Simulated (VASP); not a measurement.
## Lattice constant a of zinc-blende III-V compounds: measurement against SCAN

Computed values from VASP (plane waves, PAW); cells keep the symmetry of their structure type. Static lattice, each level at its own minimum.

Here x stands for SCAN a and y for measured a.

```
solid  SCAN a (Å)  measured a (Å)  cut-off (eV)  basis of the measured value
-----  ----------  --------------  ------------  ---------------------------
BN          3.608           3.593           520    0 K, zero-point corrected
BP          4.523           4.525           520    0 K, zero-point corrected
GaP         5.445           5.439           520    0 K, zero-point corrected
GaAs        5.659           5.640           520    0 K, zero-point corrected
InP         5.893           5.858           520    0 K, zero-point corrected
InAs        6.098               ?           520    0 K, zero-point corrected
```

Taking a straight line for y over the 5 complete rows: With u = x - 5.0, the rows have u = -1.3920, -0.4770, 0.4450, 0.6590, 0.8930. Means: u 0.025600, y 5.0110. About the means, the sum of products is 3.5670 and the sum of squares of u is 3.5917; the slope is their ratio. Least squares gives y = 4.9856 + 0.99314·u. Residuals (row less fit): -0.0101, 0.0131, 0.0115, -0.0001, -0.0145; standard error 0.0143 (degrees of freedom: 3). The slope is 0.993 with a standard error of 0.0076. Before the fit, SCAN less measured has mean 0.0146, mean absolute 0.0154 and median absolute 0.0150 Å over these 5 rows.

### Question
Predict the withheld y at x = 6.098 from the fit, and compare with measurement.

### Answer
u = 1.0980, so y = 4.9856 + 0.99314 × 1.0980 = 6.0761 Å. The measured value is 6.047 Å, 0.0291 Å below the prediction (1.2 % of the range of y in the table). The row lies outside the fitted rows, so this is an extrapolation. From the scatter of the fitted rows alone, a prediction at this place has a standard error of 0.0177 Å, so the miss is 1.6 times that.

Plain SCAN misses this row by 0.051 Å. The rows are a random draw of 6 from the 6 solids that have both values on this basis (zero-point corrected by the source), of 9 computed in this series. Not drawn: V to Ni and open 4f shells, rows kept for tests, unfit runs, cells that left their space group, values derived or compiled from fits, values whose temperature is given only as extrapolated, encyclopaedia, home-page and unnamed sources, sources from 2025 on. Measured values as quoted by these papers, many of them computational: BN Tamar Goldzak et al., The Journal of Chemical Physics (2022), arXiv:2208.04865; BP Daniel Mejia-Rodriguez et al., Physical Review B (2018), arXiv:1807.09216; GaP Daniel Mejia-Rodriguez et al., Physical Review B (2018), arXiv:1807.09216; GaAs Daniel Mejia-Rodriguez et al., Physical Review B (2018), arXiv:1807.09216; InP Daniel Mejia-Rodriguez et al., Physical Review B (2018), arXiv:1807.09216; InAs Daniel Mejia-Rodriguez et al., Physical Review B (2018), arXiv:1807.09216.
